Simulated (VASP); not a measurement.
Wanted: the native input for a VASP 6.6.1 run.

* Task: density of states
* Functional: PBE
* Potentials or basis: VASP PAW PBE potentials, release 64 (Cs_sv, Li_sv, Cr_pv, Te, S)
* Cutoff: 520 eV
* k mesh: 5 × 5 × 4
* Occupations: fermi-dirac, width 0.05 eV
* Spin: collinear spin, ferromagnetic start
* Starting moments: [0.0, 0.0, 3.0, 3.0, 0.0, 0.0, 0.0, 0.0, 0.0] μB
* k mesh for the DOS: 8 × 8 × 6
* Occupations for the DOS: tetrahedron
* Further INCAR settings: ALGO = Normal; EDIFF = 1e-06; NBANDS = 47

The system is CsLiCr2Te2S3.

```xyz
9
Lattice="3.4216 -5.1807 0.0078 3.4216 5.1807 0.0078 -2.9041 0.0000 7.4309" Properties=species:S:1:pos:R:3 pbc="T T T"
Cs    0.6167    0.0000    0.0649
Li    2.4219    0.0000    4.1212
Cr    0.1728    2.1297    4.1498
Cr    0.1728   -2.1297    4.1498
Te    4.0786    1.5993    2.1688
Te    4.0786   -1.5993    2.1688
S     2.0049   -2.1476    5.4598
S     2.0049    2.1476    5.4598
S     0.0600    0.0000    3.5978
```

The cell was built by a generator and needn't be a form met in nature.

One way to write it, as run:

POSCAR

```
CsLiCr2Te2S3
1.0
    3.4216200000     -5.1806900000      0.0078400000
    3.4216200000      5.1806900000      0.0078400000
   -2.9041100000      0.0000000000      7.4309300000
Cs Li Cr Te S
1 1 2 2 3
Direct
    0.0937400000      0.0937400000      0.0085300000
    0.5887500000      0.5887500000      0.5533600000
    0.0564600000      0.4675500000      0.5579000000
    0.4675500000      0.0564600000      0.5579000000
    0.5648600000      0.8735700000      0.2903500000
    0.8735700000      0.5648600000      0.2903500000
    0.8115100000      0.3969700000      0.7334700000
    0.3969700000      0.8115100000      0.7334700000
    0.2140400000      0.2140400000      0.4837100000
```

INCAR.step1

```
ALGO = Normal
EDIFF = 1E-6
ENCUT = 520
GGA = PE
ISIF = 2
ISMEAR = -1
ISPIN = 2
KPAR = 4
LASPH = T
LCHARG = T
LMAXMIX = 4
LREAL = F
LWAVE = F
MAGMOM = 0 0 3 3 0 0 0 0 0
NBANDS = 47
NELM = 150
PREC = Accurate
SIGMA = 0.05
```

KPOINTS.step1

```
k-points
0
Gamma
  5 5 4
```

INCAR.step2

```
ALGO = Normal
EDIFF = 1E-6
ENCUT = 520
GGA = PE
ICHARG = 11
ISIF = 2
ISMEAR = -5
ISPIN = 2
KPAR = 4
LASPH = T
LCHARG = F
LMAXMIX = 4
LORBIT = 11
LREAL = F
LWAVE = F
MAGMOM = 0 0 3 3 0 0 0 0 0
NBANDS = 47
NEDOS = 1001
NELM = 150
PREC = Accurate
SIGMA = 0.05
```

KPOINTS.step2

```
k-points
0
Gamma
  8 8 6
```

Potentials or basis: VASP PAW PBE potentials, release 64 (Cs_sv, Li_sv, Cr_pv, Te, S).

Command:

```bash
$ cat potpaw_PBE.64/Cs_sv/POTCAR potpaw_PBE.64/Li_sv/POTCAR potpaw_PBE.64/Cr_pv/POTCAR potpaw_PBE.64/Te/POTCAR potpaw_PBE.64/S/POTCAR > POTCAR
$ cp INCAR.step1 INCAR
$ cp KPOINTS.step1 KPOINTS
$ mpirun -np 4 vasp_std > vasp.out
$ cp INCAR.step2 INCAR
$ cp KPOINTS.step2 KPOINTS
$ mpirun -np 4 vasp_std > vasp.out
```

It gave:

```json
{
 "Net moment": "4.01 μB per cell",
 "Site moments": "Cs -0.00; Li +0.00; Cr +2.27; Te -0.19; S -0.08 μB",
 "Valence electrons inside the program's atomic spheres": "Cs 6.56; Li 2.06; Cr 10.79; Te 3.38; S 3.73, 3.75"
}
```

Caveat: only a ferromagnetic start was run, and an antiferromagnetic order may lie lower in energy.

It took 18 min on 4 MPI ranks on Intel(R) Xeon(R) Platinum 8375C CPU @ 2.90GHz (Ice Lake) (shared host), peak memory 1.9 GiB a rank.
